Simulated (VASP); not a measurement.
Energy against volume of Re (hcp). All values below come from SCAN meta-GGA, VASP's PBE PAW potentials (set 64) (plane waves; VASP). Numerical set-up: 520 eV cut-off, 15×15×8 Γ-centred mesh, first-order Methfessel-Paxton smearing of 0.10 eV, potentials Re.

Shape and ions are relaxed at each volume.

| V (Å³/atom) | E (eV/atom) |
|---|---|
| 13.480 | -71.03220 |
| 13.910 | -71.08981 |
| 14.340 | -71.10801 |
| 14.770 | -71.09276 |

Task: Fit these four points and predict the energy of the run at 15.200 Å³/atom.

Result: A cubic in V^(−2/3), the third-order Birch-Murnaghan form, passes through the four points with V0 = 14.35 Å³/atom and B0 = 414 GPa, and gives -71.0490 eV/atom there. The run gave -71.0491 eV/atom, -0.0 meV/atom from the fit; all five points give B0 = 413 GPa.

The compound is Re in the hcp structure. It was relaxed first.
